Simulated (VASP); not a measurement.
# ZnB6 (Pm-3m) in VASP: notebook, part 2 of 2

VASP 6.6.1. The steps go on from the part before.

### 4 Single point, PBE (cell x1)

Input file INCAR:

```
PREC = Accurate
ENCUT = 520
EDIFF = 1E-6
ISMEAR = 0
SIGMA = 0.1
LREAL = False
LASPH = True
NELM = 80
ALGO = Normal
ISIF = 2
LWAVE = False
LCHARG = True
GGA = PE
LELF = True
LVHAR = True
NBANDS = 24
```

Input file KPOINTS:

```
Automatic mesh
0
Gamma
  6 6 6
```

Input file POSCAR:

```
ZnB6
1.0
    4.1324495467      0.0000000000      0.0000000000
    0.0000000000      4.1324495467      0.0000000000
    0.0000000000      0.0000000000      4.1324495467
Zn B
1 6
Direct
    0.0000000000      0.0000000000      0.0000000000
    0.8010305911      0.5000000000      0.5000000000
    0.1989694089      0.5000000000      0.5000000000
    0.5000000000      0.5000000000      0.8010305911
    0.5000000000      0.5000000000      0.1989694089
    0.5000000000      0.1989694089      0.5000000000
    0.5000000000      0.8010305911      0.5000000000
```

Potentials or basis: VASP PAW PBE potentials, release 64 (Zn, B).

Launch:

```
cat potpaw_PBE.64/Zn/POTCAR potpaw_PBE.64/B/POTCAR > POTCAR
mpirun -np 1 vasp_std > vasp.out
```

OUTCAR:

```text
PREC = Accurate
   ENCUT = 520
   EDIFF = 1E-6
   ISMEAR = 0
   LREAL = False
   LASPH = True
   NELM = 80
   ISIF = 2
   GGA = PE

 ion  position               nearest neighbor table
   1  0.000  0.000  0.000-
   2  0.801  0.500  0.500-   3 1.64   4 1.76   5 1.76   6 1.76   7 1.76
   3  0.199  0.500  0.500-   2 1.64   4 1.76   5 1.76   6 1.76   7 1.76
   4  0.500  0.500  0.801-   5 1.64   3 1.76   2 1.76   6 1.76   7 1.76
   5  0.500  0.500  0.199-   4 1.64   3 1.76   2 1.76   6 1.76   7 1.76
   6  0.500  0.199  0.500-   7 1.64   3 1.76   4 1.76   5 1.76   2 1.76
   7  0.500  0.801  0.500-   6 1.64   3 1.76   4 1.76   5 1.76   2 1.76

  LATTYP: Found a simple cubic cell.
 ALAT       =     4.1324495467

  Lattice vectors:

 A1 = (   4.1324495467,   0.0000000000,   0.0000000000)
 A2 = (   0.0000000000,   4.1324495467,   0.0000000000)
 A3 = (   0.0000000000,   0.0000000000,   4.1324495467)

Analysis of symmetry for initial positions (statically):
=====================================================================
 Subroutine PRICEL returns:
 Original cell was already a primitive cell.

 Routine SETGRP: Setting up the symmetry group for a
 simple cubic supercell.

 Subroutine GETGRP returns: Found 48 space group operations
 (whereof 48 operations were pure point group operations)
 out of a pool of 48 trial point group operations.

The static configuration has the point symmetry O_h .

Analysis of symmetry for dynamics (positions and initial velocities):
=====================================================================
 Subroutine PRICEL returns:
 Original cell was already a primitive cell.

 Routine SETGRP: Setting up the symmetry group for a
 simple cubic supercell.

 Subroutine GETGRP returns: Found 48 space group operations
 (whereof 48 operations were pure point group operations)
 out of a pool of 48 trial point group operations.

The dynamic configuration has the point symmetry O_h .

 Subroutine INISYM returns: Found 48 space group operations
 (whereof 48 operations are pure point group operations),
 and found     1 'primitive' translations

----------------------------------------------------------------------------------------

                                     Primitive cell

  volume of cell :      70.5704

  direct lattice vectors                    reciprocal lattice vectors
     4.132449547  0.000000000  0.000000000     0.241987225  0.000000000  0.000000000
     0.000000000  4.132449547  0.000000000     0.000000000  0.241987225  0.000000000
     0.000000000  0.000000000  4.132449547     0.000000000  0.000000000  0.241987225

  length of vectors
     4.132449547  4.132449547  4.132449547     0.241987225  0.241987225  0.241987225

  position of ions in fractional coordinates (direct lattice)
     0.000000000  0.000000000  0.000000000
     0.801030591  0.500000000  0.500000000
     0.198969409  0.500000000  0.500000000
     0.500000000  0.500000000  0.801030591
     0.500000000  0.500000000  0.198969409
     0.500000000  0.198969409  0.500000000
     0.500000000  0.801030591  0.500000000

[... 37 lines left out ...]
            Coordinates               Weight
  0.000000  0.000000  0.000000      1.000000
  0.166667  0.000000  0.000000      6.000000
  0.333333  0.000000  0.000000      6.000000
  0.500000  0.000000  0.000000      3.000000
  0.166667  0.166667  0.000000     12.000000
  0.333333  0.166667  0.000000     24.000000
[... 12 lines left out ...]
  0.500000  0.500000  0.333333      6.000000
  0.500000  0.500000  0.500000      1.000000
   k-points           NKPTS =     20   k-points in BZ     NKDIM =     20   number of bands    NBANDS=     24
   number of dos      NEDOS =    301   number of ions     NIONS =      7
   total plane-waves  NPLWV =  32768
   dimension x,y,z NGX =    32 NGY =   32 NGZ =   32
   dimension x,y,z NGXF=    64 NGYF=   64 NGZF=   64
   ions per type =               1   6
   NGX,Y,Z   is equivalent  to a cutoff of  12.87, 12.87, 12.87 a.u.
   NGXF,Y,Z  is equivalent  to a cutoff of  25.75, 25.75, 25.75 a.u.
 SYSTEM =  unknown system
   PREC   = accura    normal or accurate (medium, high low for compatibility)
   ISTART =      0    job   : 0-new  1-cont  2-samecut
   ICHARG =      2    charge: 1-file 2-atom 10-const
   ISPIN  =      1    spin polarized calculation?
   LNONCOLLINEAR =      F non collinear calculations
   LSORBIT =      F    spin-orbit coupling
   LASPH  =      T    aspherical Exc in radial PAW
   ENCUT  =  520.0 eV  38.22 Ry    6.18 a.u.   7.68  7.68  7.68*2*pi/ulx,y,z
   NELM   =     80;   NELMIN=  2; NELMDL= -5     # of ELM steps
   EDIFF  = 0.1E-05   stopping-criterion for ELM
   LREAL  =      F    real-space projection
   EDIFFG = 0.1E-04   stopping-criterion for IOM
   NSW    =      0    number of steps for IOM
   IBRION =     -1    ionic relax: 0-MD 1-quasi-New 2-CG
   NFREE  =      0    steps in history (QN), initial steepest desc. (CG)
   ISIF   =      2    stress and relaxation
   ISYM   =      2    0-nonsym 1-usesym 2-fastsym
   POTIM  = 0.5000    time-step for ionic-motion
   TEBEG  =    0.0;   TEEND  =   0.0 temperature during run
   PSTRESS=    0.0 pullay stress
   NELECT =      30.0000    total number of electrons
   NUPDOWN=      -1.0000    fix difference up-down
   EMIN   =  10.00;   EMAX   =-10.00  energy-range for DOS
   EFERMI =   0.00;   METHOD = LEGACY
   ISMEAR =     0;   SIGMA  =   0.10  broadening in eV -4-tet -1-fermi 0-gaus
   EFERMI_NEDOS =   21; number of points for ismear=-14 and -15
   IALGO  =     38    algorithm
   IMIX   =      4    mixing-type and parameters
     AMIX     =   0.40;   BMIX     =  1.00
     AMIX_MAG =   1.60;   BMIX_MAG =  1.00
  volume/ion in A,a.u.               =      10.08        68.03
  Fermi-wavevector in a.u.,A,eV,Ry     =   1.230952  2.326161 20.616121  1.515242
  Thomas-Fermi vector in A             =   2.365780
   LORBIT       =      0    0 simple, 1 ext, 2 COOP (PROOUT), +10 PAW based schemes
   GGA     = PE    functional components
   LHFCALC =     F    Hartree Fock is set to
   AEXX    =    0.0000 exact exchange contribution
   IVDW    =     0    specifies the selected vdW correction
   LEPSILON=     F    determine dielectric tensor
   LRPA    =     F    only Hartree local field effects (RPA)
 non-spin polarized calculation
 Gauss-broadening in eV      SIGMA  =   0.10
  energy-cutoff  :      520.00
  volume of cell :       70.57
 maximum number of plane-waves:      1935
 NGX is ok and might be reduce to    32
   NGX = 15   NGY = 15   NGZ = 15

 number of electron      29.9999966 magnetization

 Free energy of the ion-electron system (eV)
  ---------------------------------------------------
  ext. energy  EPLUGINS =         0.00000000
  ---------------------------------------------------
  free energy    TOTEN  =       -38.84795383 eV

  energy without entropy =      -38.84054465  energy(sigma->0) =      -38.84424924

 E-fermi :   3.0867     XC(G=0): -10.6024

 val. band max:        3.0848649414   @ k =   0.5000   0.1667   0.0000
 cond. band min:       3.3132110939   @ k =   0.5000   0.1667   0.0000
 fundamental gap:      0.2283461526
 Fermi energy:         3.0866728128

 k-point     1 :       0.0000    0.0000    0.0000
  band No.  band energies     occupation
      1     -10.9516      2.00000
      2      -4.0155      2.00000
      3      -4.0155      2.00000
      4      -3.8848      2.00000
      5      -3.8848      2.00000
      6      -3.8848      2.00000
[... 529 lines left out ...]
     23      11.5849      0.00000
     24      12.3888      0.00000

------------------------ aborting loop because EDIFF is reached ----------------------------------------

  FORCE on cell =-STRESS in cart. coord.  units (eV):
  Direction    XX          YY          ZZ          XY          YZ          ZX
  --------------------------------------------------------------------------------------
  -------------------------------------------------------------------------------------
  Total       -0.1860363     -0.1860363     -0.1860363      0.0000000      0.0000000      0.0000000
  in kB       -4.2236277     -4.2236277     -4.2236277      0.0000000      0.0000000      0.0000000
  external PRESSURE =      -4.2236277 kB  Pullay stress =       0.0000000 kB

 VOLUME and BASIS-vectors are now :
 -----------------------------------------------------------------------------
  energy-cutoff  :      520.00
  volume of cell :       70.57
      direct lattice vectors                 reciprocal lattice vectors
     4.132449547  0.000000000  0.000000000     0.241987225  0.000000000  0.000000000
     0.000000000  4.132449547  0.000000000     0.000000000  0.241987225  0.000000000
     0.000000000  0.000000000  4.132449547     0.000000000  0.000000000  0.241987225

 POSITION                                       TOTAL-FORCE (eV/Angst)
 -----------------------------------------------------------------------------------
      0.00000      0.00000      0.00000         0.000000      0.000000      0.000000
      3.31022      2.06622      2.06622        -0.076187     -0.000000     -0.000000
      0.82223      2.06622      2.06622         0.076187      0.000000      0.000000
      2.06622      2.06622      3.31022         0.000000      0.000000     -0.076187
      2.06622      2.06622      0.82223        -0.000000     -0.000000      0.076187
      2.06622      0.82223      2.06622        -0.000000      0.076187      0.000000
      2.06622      3.31022      2.06622         0.000000     -0.076187     -0.000000
 -----------------------------------------------------------------------------------
    total drift:                               -0.000000     -0.000000      0.000000

  FREE ENERGIE OF THE ION-ELECTRON SYSTEM (eV)
  ---------------------------------------------------
  free  energy   TOTEN  =       -38.8479538296 eV

  energy  without entropy=      -38.8405446539  energy(sigma->0) =      -38.84424924
```

It took 12 s on 1 thread of Intel Xeon 6975P-C (Granite Rapids), shared host; peak memory 0.18 GiB.

What came out:

| Item | Value |
| --- | --- |
| Free energy | -38.8480 eV |
| Pressure | -0.4 GPa |
| Largest force | 0.076 eV/Å |
| Band gap on the k mesh | none (metal or under the smearing width) |

Forces in eV/Å, atoms in the order of the input:
```
Zn   0.000  0.000  0.000
B   -0.076  0.000  0.000
B    0.076  0.000  0.000
B    0.000  0.000 -0.076
B    0.000  0.000  0.076
B    0.000  0.076  0.000
B    0.000 -0.076  0.000
```

Levels at points of the mesh, in eV from the Fermi level:
| k point | band 11 | band 12 | band 13 | band 14 | band 15 | band 16 | band 17 | band 18 | band 19 | band 20 |
| --- | --- | --- | --- | --- | --- | --- | --- | --- | --- | --- |
| (0.00, 0.00, 0.00) | -4.50 | -4.50 | 0.56 | 0.63 | 0.63 | 0.63 | 3.46 | 3.46 | 3.46 | 5.28 |
| (0.50, 0.00, 0.00) | -4.42 | -2.11 | -2.11 | -1.40 | -0.38 | 0.71 | 2.05 | 5.27 | 5.27 | 5.59 |
| (0.50, 0.50, 0.00) | -4.77 | -1.58 | -1.58 | -1.06 | -1.06 | 1.57 | 2.70 | 2.70 | 4.89 | 7.86 |
| (0.50, 0.50, 0.50) | -4.35 | -4.35 | -1.67 | -0.66 | -0.66 | -0.66 | 6.69 | 7.23 | 7.23 | 7.23 |

### 5 Summary

| task | cell | k mesh | cutoff (eV) | gap on the mesh (eV) | pressure (GPa) | largest force (eV/Å) |
| --- | --- | --- | --- | --- | --- | --- |
| single point | species swapped into the ErB6 type (Pm-3m, No. 221) | 10 × 10 × 10 | 520 | none | 0.1 | 0.02 |
| relaxation of cell and atoms | relaxed from: species swapped into the ErB6 type (Pm-3m, No. 221) | 10 × 10 × 10 | 600 | none | -0.1 | 0.01 |
| single point | cell x1 | 6 × 6 × 6 | 520 | none | -0.4 | 0.08 |

Alike in all rows: level PBE; potentials or basis VASP PAW PBE potentials, release 64 (Zn, B); no spin polarisation; smearing gaussian 0.1 eV.

Absolute energies hang on the potentials; compare differences alone.
